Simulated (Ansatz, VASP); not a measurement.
# Be72H143 (V_H1) in two plane-wave programs

One calculation is typed for both programs; each brings its own data sets. How far apart do they land? The cell is taken from a series of runs on this material, whose earlier steps may have relaxed, scaled, displaced or heated it; both programs get it as it stands.

Calculated with Ansatz 0.2.0; plane waves, with VASP 6.6.1 beside it; single point at PBEsol.

## 1. The starting structure

The cell holds 215 atoms: 72 Be and 143 H. Its edges and angles: a = 11.980 Å, b = 12.225 Å, c = 12.225 Å, α = 76.1°, β = 70.9°, γ = 70.9°. It derives from BeH2 (BeH2 (Ibam)). Nearest the centre at fractional (0.610, 0.532, 0.378): Be27 at 2.02 Å, Be37 at 2.04 Å, H146 at 2.15 Å, H126 at 2.27 Å, H174 at 2.27 Å, H155 at 2.38 Å, H136 at 2.40 Å, H173 at 2.48 Å. The cell carries charge +1.

## 2. Ansatz: single point, PBEsol

Ansatz runs on its default PAW (the set named soft_2) files.

A single point gives forces, pressure and levels at one fixed geometry, so differences don't come from the geometry; what else differs is listed under the comparison.

input.yaml reads:

```yaml
crystal:
  lattice:
    - [11.97997845, 0.0, 0.0]
    - [3.99332615, -8.75735955, 7.53777216]
    - [3.99332615, -8.75735955, -7.53777216]
  atoms:
    - { symbol: Be, position: [0.16925557817, 0.12308153075, 0.37379623794] }
    - { symbol: Be, position: [0.16716256245, 0.37404951676, 0.12519248478] }
    - { symbol: Be, position: [0.25911863217, 0.41627003738, 0.41737753744] }
    - { symbol: Be, position: [0.18413093969, 0.16506749775, 0.1659999333] }
    - { symbol: Be, position: [0.14955452409, 0.33299666198, 0.33421436478] }
    - { symbol: Be, position: [0.07247432275, 0.08340759919, 0.08412380494] }
    - { symbol: H, position: [0.21723434349, 0.37050592237, 0.21834909597] }
    - { symbol: H, position: [0.21735463648, 0.21667353894, 0.37238002712] }
    - { symbol: H, position: [0.05705411628, 0.46685791291, 0.12219977861] }
    - { symbol: H, position: [0.27717918484, 0.3768819022, 0.03194166904] }
    - { symbol: H, position: [0.307388973, 0.15852623822, 0.1621514902] }
    - { symbol: H, position: [0.1447879571, 0.40915877578, 0.41027390729] }
    - { symbol: H, position: [0.02569957624, 0.33908562773, 0.34078140376] }
    - { symbol: H, position: [0.18814244599, 0.0893064963, 0.09035296407] }
    - { symbol: H, position: [0.06071738808, 0.11569775083, 0.46717060326] }
    - { symbol: H, position: [0.28006900104, 0.02739398125, 0.3744058563] }
    - { symbol: H, position: [0.11691977192, 0.28114608383, 0.12891468121] }
    - { symbol: H, position: [0.1174994516, 0.12675890623, 0.28220721868] }
    - { symbol: Be, position: [0.16662585393, 0.12505936441, 0.8753434335] }
    - { symbol: Be, position: [0.1656792802, 0.37447415284, 0.62612858547] }
    - { symbol: Be, position: [0.26171777891, 0.41614153915, 0.91605078993] }
    - { symbol: Be, position: [0.18292635401, 0.16529167984, 0.66698465171] }
    - { symbol: Be, position: [0.14994925707, 0.33410318608, 0.83413345246] }
    - { symbol: Be, position: [0.0726466326, 0.08237908636, 0.58441868791] }
    - { symbol: H, position: [0.21730986373, 0.37124683962, 0.71776590017] }
    - { symbol: H, position: [0.21698330773, 0.21789331652, 0.87161337543] }
    - { symbol: H, position: [0.05568242336, 0.46713220067, 0.62217518173] }
    - { symbol: H, position: [0.27560360711, 0.37834775259, 0.53256539221] }
    - { symbol: H, position: [0.3065563132, 0.15914897965, 0.66182615749] }
    - { symbol: H, position: [0.14646457082, 0.40986145139, 0.9095883528] }
    - { symbol: H, position: [0.02652165745, 0.34077558181, 0.83905181833] }
    - { symbol: H, position: [0.18780307864, 0.08936208357, 0.59070369558] }
    - { symbol: H, position: [0.05681259617, 0.12188162706, 0.96844191415] }
    - { symbol: H, position: [0.27667640172, 0.03225405012, 0.87920846942] }
    - { symbol: H, position: [0.11648130544, 0.2813169853, 0.62848834935] }
    - { symbol: H, position: [0.11608789142, 0.12752148562, 0.78294753068] }
    - { symbol: Be, position: [0.16503878109, 0.62393840376, 0.37476522769] }
    - { symbol: Be, position: [0.16752930418, 0.87420322202, 0.12503278457] }
    - { symbol: Be, position: [0.26046738078, 0.91369383345, 0.41944676615] }
    - { symbol: Be, position: [0.18260285773, 0.66543561939, 0.16589685667] }
    - { symbol: Be, position: [0.14917565632, 0.83247636483, 0.33326716785] }
    - { symbol: Be, position: [0.07068498723, 0.58341095835, 0.0847642849] }
    - { symbol: H, position: [0.21792053972, 0.87063506005, 0.21838183167] }
    - { symbol: H, position: [0.21642967715, 0.71628440831, 0.37060679378] }
    - { symbol: H, position: [0.05774821751, 0.96729042253, 0.12205689685] }
    - { symbol: H, position: [0.27772265501, 0.87716104707, 0.03240407969] }
    - { symbol: H, position: [0.30621262627, 0.65899530331, 0.16043990593] }
    - { symbol: H, position: [0.14811906888, 0.90464747217, 0.41094439421] }
    - { symbol: H, position: [0.02534768416, 0.84096285452, 0.33928128693] }
    - { symbol: H, position: [0.1863753975, 0.59013959823, 0.08999448005] }
    - { symbol: H, position: [0.05603733043, 0.62137284157, 0.46869698308] }
    - { symbol: H, position: [0.2758343107, 0.53156817476, 0.37804707095] }
    - { symbol: H, position: [0.11609642918, 0.78203715254, 0.12910282663] }
    - { symbol: H, position: [0.1152044339, 0.62741662027, 0.28195093026] }
    - { symbol: Be, position: [0.16529320598, 0.62505618919, 0.87648341672] }
    - { symbol: Be, position: [0.16686068876, 0.87327553495, 0.6280061451] }
    - { symbol: Be, position: [0.26234760904, 0.91596557566, 0.91640397298] }
    - { symbol: Be, position: [0.18252434273, 0.66402119003, 0.66876472894] }
    - { symbol: Be, position: [0.15018434713, 0.83351231827, 0.83553090493] }
    - { symbol: Be, position: [0.07043956507, 0.58326733504, 0.58515249203] }
    - { symbol: H, position: [0.21854466779, 0.86994253911, 0.71931150127] }
    - { symbol: H, position: [0.2162499436, 0.71725766795, 0.87345714883] }
[... 48 lines left out ...]
    - { symbol: Be, position: [0.5021845482, 0.87579806507, 0.1227581406] }
    - { symbol: Be, position: [0.59852594464, 0.92037316292, 0.41737978821] }
    - { symbol: Be, position: [0.51708270989, 0.66699190062, 0.16578615451] }
    - { symbol: Be, position: [0.4949320435, 0.83992224028, 0.33163646318] }
    - { symbol: Be, position: [0.40386703048, 0.58439450944, 0.08382217322] }
    - { symbol: H, position: [0.55469767378, 0.87427840915, 0.21378548609] }
    - { symbol: H, position: [0.55023186024, 0.7191034858, 0.37126311097] }
    - { symbol: H, position: [0.39092479803, 0.96754544958, 0.12304010868] }
    - { symbol: H, position: [0.6119511086, 0.8786241175, 0.03064100316] }
    - { symbol: H, position: [0.64077633839, 0.65831192204, 0.16083164673] }
    - { symbol: H, position: [0.482397903, 0.9177763927, 0.4078851067] }
    - { symbol: H, position: [0.36834409012, 0.83105471589, 0.3463664425] }
    - { symbol: H, position: [0.51851921697, 0.58964714197, 0.09327306968] }
    - { symbol: H, position: [0.3771497929, 0.63279829705, 0.47250916995] }
    - { symbol: H, position: [0.45069361887, 0.78321668659, 0.12849296396] }
    - { symbol: H, position: [0.45177477605, 0.62766313194, 0.28324226555] }
    - { symbol: Be, position: [0.50024073763, 0.62601345089, 0.87375174975] }
    - { symbol: Be, position: [0.50037662704, 0.87542609763, 0.62531383384] }
    - { symbol: Be, position: [0.5961861137, 0.91689681152, 0.91480704359] }
    - { symbol: Be, position: [0.51673241136, 0.66640916833, 0.66478274143] }
    - { symbol: Be, position: [0.48334198757, 0.83471605547, 0.83427631139] }
    - { symbol: Be, position: [0.40340140009, 0.58583075761, 0.58425873322] }
    - { symbol: H, position: [0.549969205, 0.87278721044, 0.71801375956] }
    - { symbol: H, position: [0.5506920903, 0.71848320947, 0.87089875475] }
    - { symbol: H, position: [0.39051208997, 0.96785540715, 0.61913150714] }
    - { symbol: H, position: [0.61139643062, 0.87908485397, 0.53317023944] }
    - { symbol: H, position: [0.64031323634, 0.65993350358, 0.65849043873] }
    - { symbol: H, position: [0.48031341855, 0.91024435209, 0.910040732] }
    - { symbol: H, position: [0.35985591067, 0.84087556078, 0.84003102724] }
    - { symbol: H, position: [0.5199041853, 0.59207561832, 0.58705657015] }
    - { symbol: H, position: [0.39058368521, 0.62247659271, 0.96733691502] }
    - { symbol: H, position: [0.61068836847, 0.53350260144, 0.87632680992] }
    - { symbol: H, position: [0.45086763171, 0.78291504317, 0.62611842074] }
    - { symbol: H, position: [0.44944858879, 0.62958685105, 0.78106316343] }
    - { symbol: Be, position: [0.8340758925, 0.12519344901, 0.37445011886] }
    - { symbol: Be, position: [0.83494620603, 0.37432079179, 0.12386995816] }
    - { symbol: Be, position: [0.92788642709, 0.41612559807, 0.4154314162] }
    - { symbol: Be, position: [0.85179156184, 0.16539471921, 0.16502775779] }
    - { symbol: Be, position: [0.81896572787, 0.33417793141, 0.33200457765] }
    - { symbol: Be, position: [0.73970153757, 0.08416698307, 0.08310144222] }
    - { symbol: H, position: [0.88682992709, 0.37010207216, 0.21600854251] }
    - { symbol: H, position: [0.88343444812, 0.21812302235, 0.37190842658] }
    - { symbol: H, position: [0.72456551581, 0.46704523227, 0.12144903311] }
    - { symbol: H, position: [0.94455490723, 0.37770443599, 0.03087624496] }
    - { symbol: H, position: [0.97509029877, 0.15848776876, 0.16064175338] }
    - { symbol: H, position: [0.81231568737, 0.41090407644, 0.40782817534] }
    - { symbol: H, position: [0.69604871571, 0.34971162504, 0.32727757141] }
    - { symbol: H, position: [0.85520785516, 0.08948839768, 0.08981952107] }
    - { symbol: H, position: [0.72257644743, 0.12577072112, 0.46819764408] }
    - { symbol: H, position: [0.942916908, 0.03205067495, 0.38085631096] }
    - { symbol: H, position: [0.78463381262, 0.28145794532, 0.1275347808] }
    - { symbol: H, position: [0.78426397017, 0.12811576944, 0.2816078054] }
    - { symbol: Be, position: [0.83404649494, 0.1253337495, 0.87432459381] }
    - { symbol: Be, position: [0.83274822535, 0.37481366675, 0.62489949781] }
    - { symbol: Be, position: [0.92902561571, 0.41623739138, 0.91505976209] }
    - { symbol: Be, position: [0.85042416789, 0.16571635033, 0.66558985577] }
    - { symbol: Be, position: [0.81723905899, 0.33435730909, 0.83315896553] }
    - { symbol: Be, position: [0.73744608808, 0.08391389029, 0.58507721313] }
    - { symbol: H, position: [0.88397788453, 0.37168077735, 0.71679801219] }
    - { symbol: H, position: [0.88417948255, 0.21817617321, 0.87076517472] }
    - { symbol: H, position: [0.72248347902, 0.46755614067, 0.62148594449] }
    - { symbol: H, position: [0.94220690649, 0.37861792892, 0.53154076139] }
    - { symbol: H, position: [0.97453972027, 0.15993271281, 0.65755659524] }
    - { symbol: H, position: [0.81352543901, 0.4099949938, 0.90890605077] }
    - { symbol: H, position: [0.69355162651, 0.34069310573, 0.83878603558] }
    - { symbol: H, position: [0.85307963903, 0.09009611944, 0.59027480187] }
    - { symbol: H, position: [0.72395691465, 0.12223466188, 0.9674378727] }
    - { symbol: H, position: [0.94386201639, 0.03238084547, 0.87813818959] }
    - { symbol: H, position: [0.7830332082, 0.28171416099, 0.62779832062] }
    - { symbol: H, position: [0.78379069083, 0.1280167953, 0.78176603288] }
    - { symbol: Be, position: [0.83231055644, 0.62497182952, 0.37440543421] }
    - { symbol: Be, position: [0.83426891724, 0.8747952456, 0.12433668821] }
    - { symbol: Be, position: [0.92836905668, 0.91572843491, 0.4165175947] }
    - { symbol: Be, position: [0.84977999075, 0.66585414802, 0.16582660752] }
    - { symbol: Be, position: [0.81706167127, 0.83454751795, 0.33331179684] }
    - { symbol: Be, position: [0.73836637918, 0.58355595507, 0.08397101119] }
    - { symbol: H, position: [0.88430631744, 0.87146334449, 0.21736168982] }
    - { symbol: H, position: [0.88114957276, 0.71820860057, 0.37297649114] }
    - { symbol: H, position: [0.72441325186, 0.96824427457, 0.12149998079] }
    - { symbol: H, position: [0.94420871117, 0.87794140114, 0.0316247561] }
    - { symbol: H, position: [0.97329041965, 0.65862081208, 0.16126250786] }
    - { symbol: H, position: [0.81295617989, 0.91054257448, 0.40908945886] }
    - { symbol: H, position: [0.69161702678, 0.84468314553, 0.33891855384] }
    - { symbol: H, position: [0.85355863214, 0.59002587671, 0.09035601555] }
    - { symbol: H, position: [0.7225354387, 0.62069606253, 0.46735025364] }
    - { symbol: H, position: [0.94268236785, 0.53223202427, 0.37683816667] }
    - { symbol: H, position: [0.78337764066, 0.78232319409, 0.12803039926] }
    - { symbol: H, position: [0.78102106363, 0.62967231799, 0.28198232034] }
    - { symbol: Be, position: [0.83285696183, 0.62530485929, 0.87471655062] }
    - { symbol: Be, position: [0.83354980513, 0.87416314851, 0.62509320046] }
    - { symbol: Be, position: [0.92921636675, 0.91619827113, 0.91553849486] }
    - { symbol: Be, position: [0.84926935779, 0.66547121684, 0.66613723748] }
    - { symbol: Be, position: [0.81697044598, 0.83438110359, 0.83364419727] }
    - { symbol: Be, position: [0.73776917834, 0.58354775451, 0.58349557014] }
    - { symbol: H, position: [0.88365498369, 0.87226780402, 0.71736395884] }
    - { symbol: H, position: [0.88324877839, 0.71805288557, 0.87128394052] }
    - { symbol: H, position: [0.72395413352, 0.96746011865, 0.61925053994] }
    - { symbol: H, position: [0.94379311346, 0.87647811638, 0.53207842971] }
    - { symbol: H, position: [0.97290435707, 0.65939656574, 0.66021734165] }
    - { symbol: H, position: [0.8137881809, 0.90999288359, 0.90920187018] }
    - { symbol: H, position: [0.69321010513, 0.84139740209, 0.83897908822] }
    - { symbol: H, position: [0.85290523966, 0.59016350105, 0.58992088702] }
    - { symbol: H, position: [0.7229089509, 0.62208212731, 0.9681636823] }
    - { symbol: H, position: [0.94300259605, 0.53261660051, 0.87819928794] }
    - { symbol: H, position: [0.7826466283, 0.78191985136, 0.62854184021] }
    - { symbol: H, position: [0.782139001, 0.62828902858, 0.78232487017] }
  host:
    repeats: [3, 2, 2]
    atoms:
      - { symbol: Be, position: [0.5, 0.25, 0.75] }
      - { symbol: Be, position: [0.5, 0.75, 0.25] }
      # ... 16 more atoms of the perfect host
total_charge: 1
basis:
  ecutwfc: 420
  xc_grid: 2
hamiltonian:
  xc: pbesol
kpoints:
  mp_grid: { grid: [1, 1, 1] }
scf:
  occupations: { method: fermi_dirac, width: 0.01 }
  max_iter: 100
output:
  forces: true
  charged_corrections:
    epsilon: [3.63, 3.74, 3.59]
    static_epsilon: [4.37, 5.16, 5.26]
    defect_position: [0.610062, 0.532222, 0.378227]
checkpoint:
  read: "../qp1.relax_smeared.run"
  write: "../cc1.qp1.l0.67.run"
  compress: false
  write_wavefunctions: false
  write_every: 100000
```

Run with:

```
$ ansatz run input.yaml --threads 4 --pin off --max-ram 7536MiB --backend cpu --events-out ev --progress --plain --runs-dir out
```

Numbers of over 12 decimals in the logs are rounded to 6 here.

Output:

```text
Warning: checkpoint.read: the run can stay near the saved state's solution: 215 site(s) moved relative to the saved geometry (max |Δs| = 2.539e-2 fractional); the SCF starts from the saved state under `checkpoint.density_extrapolation: transplant`, in force with no word given; its orbitals are not used off its sites. A run without `checkpoint.read` takes nothing of the state. A lower free energy from it at the same positions (and U, V and field ramp, if any) shows a solution that this start missed, and an equal or higher one rules none out (checkpoint.read, Limitations, in the input reference)
Engine: ansatz 0.2.0, x86_64-unknown-linux-gnu
Pseudopotentials: kind: paw
Pseudopotential: Be, paw, valence charge 2, recommended cutoff 420 eV (normal), Be.paw.azcp
Pseudopotential: H, paw, valence charge 1, recommended cutoff 420 eV (normal), H.paw.azcp
Functional definition: PBEsol
  exchange = pbesol_x
  correlation = pbesol_c
Crystal: 215 atoms, lattice volume = 1581.620 Å³
Basis set: ecut = 420 eV, 30935 PW (Γ), exchange–correlation on 162×180×180 points (8 copies of the dense FFT grid, shifted against one another)
Bands: 358, of which v1, the nominal top of the filled ones, is band 143 counted from 1 (142 counted from 0)
Symmetry: 1 space group operations
Space group: P1 (ITA 1), of the structure as read, at distance tolerance 1.2e-4 Å
k-points: 1
Non-local potential: Be, projectors of the file, l = 0: 2, l = 1: 2, l = 2: 1
Non-local potential: H, projectors of the file, l = 0: 2, l = 1: 1
PAW form: soft (Blöchl's): semilocal exchange-correlation on the pseudo side does not see the compensation charge
PAW frozen core: Be, regenerated for the run's functional, and the local potential with it (the file was generated under x = pbe(κ = 0.804, μ = 0.219515), c = pbe(β = 0.066725))
PAW one-centre angular grid: Be, 110 points (default); XC on 64 Gauss nodes
PAW one-centre angular grid: H, 110 points (default); XC on 64 Gauss nodes
Initial density: read from a saved state, or passed on in memory by an earlier SCF of this step, an earlier step, the calling program or the single point that the run made first, carried with its atoms to this geometry
Initial wavefunctions: pseudopotential atomic-orbital guess
Functional: x = pbesol(κ = 0.804, μ = 0.123457), c = pbesol(β = 0.046)
iter 1 solved again at ethr=1.57e-4 eV; its pass at ethr=3.10e-3 eV (dr2=4.49e-1 eV) is discarded
SCF iter   1: F=—  HF=-8750.623569 eV  |F-HF|=—  |Δ(HF+E_count)|=         —  Δρ=5.65e-3  dr2=4.49e-1  ethr=1.57e-4  ⟨swp⟩=11.0  Hψ=3563  notcnv=0  defer=5
preconditioner: auto → Resta (q_TF=auto, 2.052 Å⁻¹)  ε∞=2.7  [insulator: Δε(μ)=3.952 eV  Ē_g=11.969 eV  σ=0.010 eV  W_gap=1.00  n_scr=228 (ndim 8)  ℏωp=15.8 eV  f_vac=0.000  D(μ)=0.00/eV (n_scr^D=0)  ε∞_Penn≈2.7]
SCF iter   2: F=—  HF=-8750.552898 eV  |F-HF|=—  |Δ(HF+E_count)|=   7.07e-2  Δρ=2.92e-3  dr2=1.09e-1  ethr=1.57e-4  ⟨swp⟩=2.0  Hψ=417  notcnv=0  defer=54
SCF iter   3: F=—  HF=-8750.542699 eV  |F-HF|=—  |Δ(HF+E_count)|=   1.02e-2  Δρ=2.56e-4  dr2=1.71e-3  ethr=3.83e-5  ⟨swp⟩=3.0  Hψ=301  notcnv=0  defer=17
automatic band count: iteration 3 solves 166 bands in place of 358: the levels show a gap, and the empty bands left out lie too high to hold charge; the band table lists the bands solved (type scf.n_extra_bands for more)
SCF iter   4: F=—  HF=-8750.543491 eV  |F-HF|=—  |Δ(HF+E_count)|=   7.92e-4  Δρ=7.04e-5  dr2=1.43e-4  ethr=5.96e-7  ⟨swp⟩=2.0  Hψ=294  notcnv=0  defer=18
SCF iter   5: F=—  HF=-8750.543696 eV  |F-HF|=—  |Δ(HF+E_count)|=   2.04e-4  Δρ=1.40e-5  dr2=6.35e-6  ethr=5.01e-8  ⟨swp⟩=2.0  Hψ=292  notcnv=0  defer=18
SCF iter   6: F=—  HF=-8750.543903 eV  |F-HF|=—  |Δ(HF+E_count)|=   2.07e-4  Δρ=3.66e-6  dr2=3.80e-7  ethr=2.22e-9  ⟨swp⟩=2.0  Hψ=309  notcnv=0  defer=18
SCF iter   7: F=-8750.543904 eV  HF=-8750.543904 eV  |F-HF|=3.59e-8  |Δ(HF+E_count)|=   1.04e-6  Δρ=8.25e-7  dr2=2.03e-8  ethr=3.50e-11  ⟨swp⟩=13.0  Hψ=789  notcnv=0
SCF 1 converged in 7 iterations: F = -8750.543904 eV  dr2 = 2.03e-8
[...]
SCF converged after 7 iterations
Free energy (F): -8750.543904 eV
Harris-Foulkes:  -8750.543904 eV  (|F-HF|=3.59e-8)
Internal energy: -8750.543904 eV  (E = F + TS)
E sigma→0 (E₀):  -8750.543904 eV
Fermi energy:    1.019045 eV
--- Per-component energies (eV) ---
  E_band       = -1000.196416
  E_kinetic    = 3385.165929
  E_local      = -3077.947829  (includes V_loc(G=0)·N_el)
  E_nonlocal   = 552.981872
  E_hartree    = 708.004119
  E_xc         = -2630.626299
  E_vxc        = -3083.874280  (∫ρ·V_xc dr)
  E_paw        = -4194.583134  (= ΣΔE_a)
  E_vpaw       = -192.344165  (= ΣTr[D̂ρ^β])
  E_aug_tail   = -0.185541  (compensation charges beyond the density's cutoff)
  E_ewald      = -3494.039277
[...]
atom  93  Be     0.00856499     0.00912587     0.00524473
  atom  94  Be     0.01592792     0.04492244    -0.06543256
  atom  95  Be    -0.01033315    -0.03174047    -0.05972318
  atom  96  Be    -0.01228068    -0.00621353    -0.00069032
  atom  97  H     -0.00238486     0.03830636     0.06727493
  atom  98  H      0.00583784    -0.00114425     0.01605549
  atom  99  H     -0.01575239     0.03848568     0.03736898
  atom 100  H      0.15660880    -0.18562777    -0.04545767
  atom 101  H     -0.00702332    -0.01527398     0.01621003
  atom 102  H     -0.00461431     0.00211315     0.00708112
  atom 103  H      0.01010620     0.01549280     0.01082364
  atom 104  H      0.00946049    -0.00721338     0.01048908
  atom 105  H     -0.00194373     0.00217610     0.00267605
  atom 106  H      0.00096372    -0.00230830     0.00253200
[...]
atom 211  H     -0.01631684     0.01520936     0.00202759
  atom 212  H     -0.01546039    -0.01964882    -0.02195904
  atom 213  H     -0.00065852    -0.00473870    -0.00378114
  atom 214  H     -0.00386452     0.00562654    -0.00338343
  atom 215  H     -0.00444961     0.00198949    -0.00263458
  max |Σ_I F_I| component: 3.50e-5 eV/Å
--- Charged-cell corrections in eV (Makov–Payne, q = +1.000 e, ε = [3.630, 3.740, 3.590] of the electrons, [4.370, 5.160, 5.260] with the ions) ---
  F (periodic)     = -8750.543904  (uncorrected; the corrections below are reported, never added to it)
  E_corr1          = +0.484982  (monopole, q²α_M/2ε̄L, of the cell on which ε is isotropic)
  F Makov-Payne    = n/a  (the rows are of the electrons' constant alone; ansatz place-levels tells what screens the charge)
  no potential alignment in this run, which stands beside a crystal: run the host's input off ansatz write-host-input, and read the two finished runs by ansatz place-levels (neither reads a slab, a wire or a sheet, whose cell leaves a vacuum)
--- Band table (eV) ---
  k-point 0: bands = [... 139 lower, -1.0211, -1.0116, -1.0036, -0.9260, 2.9641, 3.8216, 4.1359, 4.2746, ... 19 higher]
```

The column dr2 measures how far the density is from self-consistency, as an energy; F and HF (Harris–Foulkes) agree once it is small.

[end of part 1 of 2]

[Lines on the potential files, build, host, timing and source positions are cut from VASP's logs without a mark.]

[Logs are printed without paths, hosts, clocks, repeated set-up lines and the standing remarks that a program may print on its own settings, such as how far it seeks lower states.]

[Hosts, paths, dates, database ids (printed as entryN), source tags and the programs' standing remarks are cut or masked in the printed files.]
